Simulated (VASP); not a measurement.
Data:

```yaml
crystal:
  lattice:
    - [2.33677, -4.04741, 0.00000]
    - [2.33677, 4.04741, 0.00000]
    - [0.00000, 0.00000, 7.50476]
  atoms:
    - { symbol: Mg, position: [0.00000, 0.00000, 0.00000] }
    - { symbol: Mg, position: [0.33333, 0.66667, 0.63115] }
    - { symbol: Mg, position: [0.66667, 0.33333, 0.36885] }
    - { symbol: Sb, position: [0.33333, 0.66667, 0.23165] }
    - { symbol: Sb, position: [0.66667, 0.33333, 0.76835] }
```

Method: vdW-DF2, VASP's PBE PAW potentials (set 64) (plane waves; VASP). Run with 520 eV cut-off, 6×6×4 Γ-centred mesh, tetrahedra with Blöchl corrections, potentials Mg Sb.

The cores are frozen, which limits the accuracy of field gradients.

Give the principal components of the electric field gradient (V/Å²) and the asymmetry η at each nucleus.

```tsv
atom	Vxx	Vyy	Vzz	η
Mg1	-0.6	-0.6	1.1	0.00
Mg2	-1.0	-1.0	2.1	0.00
Mg3	-1.0	-1.0	2.1	0.00
Sb4	-24.5	-24.5	49.1	0.00
Sb5	-24.5	-24.5	49.1	0.00
```

The compound is Mg3Sb2 in the a-la2o3 structure. It was relaxed first, which changed the volume by +9 %.
